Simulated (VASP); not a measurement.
Method: PBEsol GGA, VASP's PBE PAW potentials (set 64) (plane waves; VASP).

VASP ran on this input.

KPOINTS:
```
Automatic mesh
0
G
 11 11 1
0 0 0
```

INCAR:
```
ALGO = Normal
DIPOL = 0.5 0.5 0.5
EDIFF = 1E-5
EDIFFG = -0.03
ENCUT = 400
GGA = PS
IBRION = 2
IDIPOL = 3
ISIF = 2
ISMEAR = 1
LASPH = .True.
LCHARG = .False.
LDIPOL = .True.
LMAXMIX = 6
LREAL = .False.
LWAVE = .True.
NELM = 100
NELMIN = 4
NSW = 50
PREC = Normal
SIGMA = 0.1
SYSTEM = Pt(111) slab
```

### POSCAR
```
Pt(111) slab
1
    2.7685590368     0.0000000000     0.0000000000
   -1.3842790190     2.3976421484    -0.0000000000
   -0.0000000000    -0.0000000000    24.0242165148
Pt
4
Direct
  0.0000000000   0.0000000000   0.3588600000
  0.6666670000   0.3333330000   0.4529530000
  0.3333330000   0.6666670000   0.5470470000
  0.0000000000   0.0000000000   0.6411400000
```

POTCAR, in this order: Pt (PBE.64 set). Program: vasp_std.

The resulting files:

File OUTCAR:
```
 ion  position               nearest neighbor table
   1  0.000  0.000  0.359-   2 2.77   2 2.77   2 2.77
   2  0.667  0.333  0.453-   1 2.77   1 2.77   1 2.77   3 2.77   3 2.77   3 2.77
   3  0.333  0.667  0.547-   4 2.77   4 2.77   4 2.77   2 2.77   2 2.77   2 2.77
   4  0.000  0.000  0.641-   3 2.77   3 2.77   3 2.77
  LATTYP: Found a hexagonal cell.
 ALAT       =     2.7685590368
 C/A-ratio  =     8.6775164248
 Subroutine PRICEL returns:
 Original cell was already a primitive cell.
 Subroutine GETGRP returns: Found 12 space group operations
The static configuration has the point symmetry D_3d.
The dynamic configuration has the point symmetry D_3d.
 Subroutine INISYM returns: Found 12 space group operations
 Subroutine IBZKPT returns following result:
 Found     16 irreducible k-points:

 Following reciprocal coordinates:
            Coordinates               Weight
  0.000000  0.000000  0.000000      1.000000
  0.090909 -0.000000  0.000000      6.000000
  0.181818 -0.000000  0.000000      6.000000
  0.272727 -0.000000  0.000000      6.000000
  0.363636  0.000000  0.000000      6.000000
  0.454545 -0.000000  0.000000      6.000000
...
```

OSZICAR:
```
       N       E                     dE             d eps       ncg     rms          rms(c)
DAV:   1     0.239085808779E+03    0.23909E+03   -0.15989E+04   776   0.116E+03
DAV:   2    -0.163139522031E+02   -0.25540E+03   -0.24745E+03  1016   0.258E+02
DAV:   3    -0.278929599573E+02   -0.11579E+02   -0.11182E+02   992   0.544E+01
DAV:   4    -0.281721257809E+02   -0.27917E+00   -0.27844E+00   928   0.868E+00
DAV:   5    -0.281835989411E+02   -0.11473E-01   -0.11455E-01  1112   0.135E+00    0.233E+01
DAV:   6    -0.270659041790E+02    0.11177E+01   -0.87732E+00   920   0.201E+01    0.163E+01
DAV:   7    -0.332917020048E+02   -0.62258E+01   -0.59295E+01   864   0.539E+01    0.229E+01
DAV:   8    -0.268036493207E+02    0.64881E+01   -0.15728E+01   904   0.283E+01    0.771E+00
DAV:   9    -0.266854899447E+02    0.11816E+00   -0.12385E+01   920   0.212E+01    0.735E+00
DAV:  10    -0.263323524804E+02    0.35314E+00   -0.15676E+00   896   0.917E+00    0.130E+00
DAV:  11    -0.263356553573E+02   -0.33029E-02   -0.65397E-02  1024   0.168E+00    0.101E+00
DAV:  12    -0.263348242250E+02    0.83113E-03   -0.15215E-03   896   0.256E-01    0.839E-01
DAV:  13    -0.263318665848E+02    0.29576E-02   -0.10616E-02   848   0.614E-01    0.145E-01
DAV:  14    -0.263318778123E+02   -0.11228E-04   -0.36802E-04   896   0.127E-01    0.141E-01
DAV:  15    -0.263318225012E+02    0.55311E-04   -0.70476E-04   912   0.191E-01    0.540E-02
DAV:  16    -0.263318457630E+02   -0.23262E-04   -0.57098E-05   696   0.484E-02    0.880E-02
DAV:  17    -0.263318040156E+02    0.41747E-04   -0.83680E-05   584   0.683E-02    0.348E-02
DAV:  18    -0.263318039154E+02    0.10017E-06   -0.35253E-05   536   0.402E-02
   1 F= -.26331804E+02 E0= -.26328743E+02  d E =-.263318E+02
       N       E                     dE             d eps       ncg     rms          rms(c)
DAV:   1    -0.263324313382E+02   -0.62732E-03   -0.76426E-01   768   0.452E+00    0.184E-01
DAV:   2    -0.263333518956E+02   -0.92056E-03   -0.91696E-03   800   0.684E-01    0.213E-01
DAV:   3    -0.263332148172E+02    0.13708E-03   -0.12554E-03   920   0.254E-01    0.749E-02
DAV:   4    -0.263332441878E+02   -0.29371E-04   -0.13384E-03   880   0.238E-01    0.151E-01
DAV:   5    -0.263331445197E+02    0.99668E-04   -0.60244E-04   896   0.173E-01    0.175E-02
DAV:   6    -0.263331401628E+02    0.43570E-05   -0.20021E-05   536   0.311E-02
   2 F= -.26333140E+02 E0= -.26330185E+02  d E =-.133625E-02
       N       E                     dE             d eps       ncg     rms          rms(c)
DAV:   1    -0.263331435868E+02    0.93297E-06   -0.19222E-03   768   0.228E-01    0.807E-03
DAV:   2    -0.263331487794E+02   -0.51926E-05   -0.31451E-05   504   0.427E-02    0.217E-02
DAV:   3    -0.263331471869E+02    0.15925E-05   -0.45386E-06   384   0.163E-02    0.137E-02
DAV:   4    -0.263331468342E+02    0.35261E-06   -0.50800E-06   384   0.158E-02
   3 F= -.26333147E+02 E0= -.26330186E+02  d E =-.134292E-02
       N       E                     dE             d eps       ncg     rms          rms(c)
DAV:   1    -0.263333165598E+02   -0.16937E-03   -0.78593E-02   768   0.144E+00    0.590E-02
DAV:   2    -0.263334250365E+02   -0.10848E-03   -0.10522E-03   800   0.233E-01    0.538E-02
DAV:   3    -0.263334422403E+02   -0.17204E-04   -0.57048E-04   912   0.169E-01    0.888E-02
DAV:   4    -0.263333919231E+02    0.50317E-04   -0.14652E-04   752   0.885E-02    0.196E-02
DAV:   5    -0.263333938477E+02   -0.19246E-05   -0.33547E-05   592   0.383E-02
   4 F= -.26333394E+02 E0= -.26330421E+02  d E =-.247013E-03
       N       E                     dE             d eps       ncg     rms          rms(c)
DAV:   1    -0.263331470562E+02    0.24487E-03   -0.70719E-01   768   0.433E+00    0.186E-01
DAV:   2    -0.263342111333E+02   -0.10641E-02   -0.10176E-02   808   0.722E-01    0.189E-01
DAV:   3    -0.263343096949E+02   -0.98562E-04   -0.61985E-03   912   0.561E-01    0.277E-01
DAV:   4    -0.263338308801E+02    0.47881E-03   -0.13389E-03   848   0.265E-01    0.649E-02
DAV:   5    -0.263338322839E+02   -0.14038E-05   -0.31992E-04   944   0.116E-01    0.401E-02
DAV:   6    -0.263338192440E+02    0.13040E-04   -0.93279E-05   648   0.739E-02    0.155E-02
DAV:   7    -0.263338180045E+02    0.12395E-05   -0.63751E-06   384   0.163E-02
   5 F= -.26333818E+02 E0= -.26330828E+02  d E =-.671170E-03
```

**OUTCAR**
```
------------------------ aborting loop because EDIFF is reached ----------------------------------------
  FORCE on cell =-STRESS in cart. coord.  units (eV):
  Direction    XX          YY          ZZ          XY          YZ          ZX
  --------------------------------------------------------------------------------------
  Total       -4.3860182     -4.3860171     -0.1301043     -0.0000009      0.0000000     -0.0000000
  in kB      -44.0649848    -44.0649735     -1.3071181     -0.0000092      0.0000000     -0.0000000
  external PRESSURE =     -29.8123588 kB  Pullay stress =       0.0000000 kB
  volume of cell :      159.47
      direct lattice vectors                 reciprocal lattice vectors
     2.768559037  0.000000000  0.000000000     0.361198727  0.208538134  0.000000000
    -1.384279019  2.397642148  0.000000000     0.000000000  0.417076418  0.000000000
     0.000000000  0.000000000 24.024216515     0.000000000  0.000000000  0.041624666
 POSITION                                       TOTAL-FORCE (eV/Angst)
 -----------------------------------------------------------------------------------
      0.00000      0.00000      8.63081         0.000000      0.000000      0.012209
      1.38428      0.79921     10.89327         0.000000      0.000000     -0.001932
     -0.00000      1.59843     13.13095        -0.000000     -0.000000      0.001932
     -0.00000      0.00000     15.39340         0.000000     -0.000000     -0.012209
 -----------------------------------------------------------------------------------
    total drift:                                0.000000     -0.000000      0.000000
  FREE ENERGIE OF THE ION-ELECTRON SYSTEM (eV)
  ---------------------------------------------------
  free  energy   TOTEN  =       -26.3338180045 eV

  energy  without entropy=      -26.3248476494  energy(sigma->0) =      -26.33082789

 reached required accuracy - stopping structural energy minimisation
```
(Selected blocks of OUTCAR.)

**CONTCAR**
```
Pt(111) slab
   1.00000000000000
     2.7685590368000002    0.0000000000000000    0.0000000000000000
    -1.3842790190000001    2.3976421484000001    0.0000000000000000
     0.0000000000000000    0.0000000000000000   24.0242165147999991
  Pt
     4
Direct
     0.0000000000000000    0.0000000000000000    0.3592547840831746
     0.6666669999999968    0.3333330000000032    0.4534286938581381
     0.3333330000000032    0.6666669999999968    0.5465713061418619
     0.0000000000000000    0.0000000000000000    0.6407452159168253
```

The cell is a thin slab with vacuum, built from Pt (fcc): (111) face. VASP warned that the highest band is occupied, so more bands are needed.
